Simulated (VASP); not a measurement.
Here is the system:

```
CaO
1.0
    0.00000     2.59398     2.59398
    2.59398     0.00000     2.59398
    2.59398     2.59398     0.00000
Ca O
1 1
Direct
  0.00000   0.00000   0.00000
  0.25000   0.25000   0.25000
```

Calculation: PBEsol GGA, VASP's PBE PAW potentials (set 64) (plane waves; VASP). Run with 520 eV cut-off, Gaussian smearing of 0.050 eV, potentials Ca_sv O.

**Question.** Predict the band gap (along the path) with the smallest direct gap where there is one.

**Answer.** 
```json
{
  "band gap (along the path)": "3.25 eV",
  "smallest direct gap (along the path)": "3.91 eV"
}
```

The absolute energy has meaning only against runs of the same code, potentials and settings.

The structure was generated: CaO was put into the zinc blende type (F-43m), which need not be its known phase. It was relaxed first, which changed the volume by -20 %.
